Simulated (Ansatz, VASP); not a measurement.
# H18C9SNO3F3 (ionic liquid Pyr13+ triflate at 300 K): VASP beside Ansatz, part 2 of 2

Wanted: the spread between two codes on one cell, functional and k mesh. The cell is taken from a series of runs on this material, whose earlier steps may have relaxed, scaled, displaced or heated it; both programs get it as it stands.

VASP 6.6.1 and Ansatz 0.2.0.

So far. Step 2 (VASP: single point, PBE with D3(BJ)): The run ends at a pressure of 0.27 GPa, with forces up to 3.8 eV/Å.

### Step 4. Comparison

Known differences besides the potentials themselves: the cutoff is 420 eV in Ansatz and 520 eV in VASP (PREC = Accurate, projectors in real space). Total energies have different zeros and are not compared.

The two programs side by side:

```tsv
quantity	Ansatz	VASP	difference
gap on the k mesh (eV)	4.825	4.844	-0.019
```

Forces on 8 of the 140 atoms, those with the largest forces and the largest differences (eV/Å; atoms numbered as in POSCAR):

```tsv
atom	Ansatz x, y, z	VASP x, y, z
C24	0.936, 3.044, 1.139	0.955, 3.035, 1.142
C27	1.633, 1.139, -1.883	1.645, 1.139, -1.884
C33	0.769, -1.490, -1.541	0.474, -1.307, -1.282
C36	-0.903, 1.963, 1.667	-0.552, 1.586, 1.428
H88	-1.597, -2.117, 1.925	-1.600, -2.120, 1.925
S127	2.088, 1.714, -0.308	2.171, 1.532, -0.437
S128	1.609, -3.401, -0.312	1.754, -3.360, -0.460
F140	-1.616, 0.009, -1.795	-2.053, 0.141, -1.965
```

The forces differ by 89 meV/Å r.m.s., which is 11.6 % of the r.m.s. force of 0.772 eV/Å (both taken over all components). A gap on the mesh is an upper bound, since the band edges may lie between its points.

### Step 5. What came out

```yaml
r_m_s_force_difference_single_point_pbe_with_d3_bj: 12 % of the r.m.s. force
```

In words: The r.m.s. force difference is 12 % of the r.m.s. force (single point, PBE with D3(BJ)), beyond the 3 % picked in this series as the mark of a large difference. What causes the difference of the single point, PBE with D3(BJ) pair stays open here. How closely two codes agree says nothing of how well the functional describes the real material.

[Lines on the potential files, build, host, timing and source positions are cut from VASP's logs without a mark.]

[Logs are printed without paths, hosts, clocks, repeated set-up lines and the standing remarks that a program may print on its own settings, such as how far it seeks lower states.]

[Hosts, paths, dates, database ids (printed as entryN), source tags and the programs' standing remarks are cut or masked in the printed files.]
